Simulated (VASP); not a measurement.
OSZICAR of a VASP run on LiF (rock salt):

**OSZICAR**
```
       N       E                     dE             d eps       ncg     rms          rms(c)
DAV:   1    -0.115662769823E+02   -0.11566E+02   -0.23058E-01   522   0.578E+00    0.274E-01
DAV:   2    -0.115673059556E+02   -0.10290E-02   -0.37079E-03   597   0.682E-01    0.181E-01
DAV:   3    -0.115670303065E+02    0.27565E-03   -0.89822E-05   591   0.138E-01    0.106E-01
DAV:   4    -0.115669266278E+02    0.10368E-03   -0.31128E-05   744   0.721E-02    0.623E-02
DAV:   5    -0.115668916471E+02    0.34981E-04   -0.12431E-05   760   0.455E-02    0.366E-02
DAV:   6    -0.115668798699E+02    0.11777E-04   -0.39612E-06   777   0.269E-02    0.213E-02
DAV:   7    -0.115668759209E+02    0.39490E-05   -0.12446E-06   708   0.158E-02    0.125E-02
DAV:   8    -0.115668746017E+02    0.13192E-05   -0.42843E-07   316   0.976E-03    0.737E-03
DAV:   9    -0.115668741903E+02    0.41136E-06   -0.27122E-07   467   0.675E-03
   1 F= -.11566874E+02 E0= -.11566874E+02  d E =-.779391E-12
```

### Question
Which electronic solver shows in the log?

### Answer
It is blocked Davidson (ALGO = Normal, or the opening steps of other solvers). The INCAR had ALGO = Normal.

### Question
Can the final energy be trusted as converged?

### Answer
Self-consistency was reached. It stopped with EDIFF = 1E-6, NELM = 60 (HSEsol screened hybrid, plane waves, VASP's PBE PAW potentials (set 64)).

The compound is LiF in the rock salt structure. This cell is one point of a volume scan, at 1.03 of the reference volume. The cell's shape comes from a PBE relaxation.
